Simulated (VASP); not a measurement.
An input for Ansatz (written as the equivalent of a VASP run, and not itself run):

Ansatz 0.2 input:
```yaml
crystal:
  lattice:
    - [3.0533470, 0.0000000, 0.0000000]
    - [-1.5266740, 2.6442760, 0.0000000]
    - [0.0000000, 0.0000000, 17.9139690]
  atoms:
    - { symbol: Li, position: [0.6666670, 0.3333330, 0.4418450] }
    - { symbol: Li, position: [0.6666670, 0.3333330, 0.5581550] }
    - { symbol: F, position: [0.3333330, 0.6666670, 0.3907570] }
    - { symbol: F, position: [0.3333330, 0.6666670, 0.6092430] }
kpoints:
  mp_grid: { grid: [10, 10, 1] }
hamiltonian:
  xc: lda
  pseudopotentials: { kind: paw }
scf:
  occupations: { method: fermi_dirac, width: 0.05 }
  max_iter: 100
output: { forces: true, stress: true, eigenvalues: true }
```

Task: Write the VASP files for the same calculation (LDA).

Result: One answer among several that fit: 
File KPOINTS:
```
Automatic mesh
0
Gamma
10 10 1
0 0 0
```

### INCAR
```
SYSTEM = LiF
PREC = Accurate
ENCUT = 400
EDIFF = 1E-6
NELM = 100
ALGO = Normal
LREAL = .FALSE.
LASPH = .TRUE.
ISMEAR = -1
SIGMA = 0.05
LWAVE = .FALSE.
LCHARG = .FALSE.
ISIF = 2
```

POSCAR:
```
LiF
1
    3.0533470000     0.0000000000     0.0000000000
   -1.5266740000     2.6442760000     0.0000000000
    0.0000000000     0.0000000000    17.9139690000
Li F
2 2
Direct
  0.6666670000   0.3333330000   0.4418450000
  0.6666670000   0.3333330000   0.5581550000
  0.3333330000   0.6666670000   0.3907570000
  0.3333330000   0.6666670000   0.6092430000
```

POTCAR, in this order: Li_sv F (LDA.64 set). Program: vasp_std.

Limits of the translation: each code has its own PAW files, so the cut-off isn't converted (ENCUT is set for VASP's; basis.ecutwfc is left out, and Ansatz then takes the one that its files recommend); Ansatz stops its SCF on the density residual and VASP on the energy change (EDIFF); Ansatz's lda is the Perdew-Wang form, while the LDA potentials of VASP carry Perdew-Zunger's.

The cell is a sheet with vacuum, built from a generated structure.
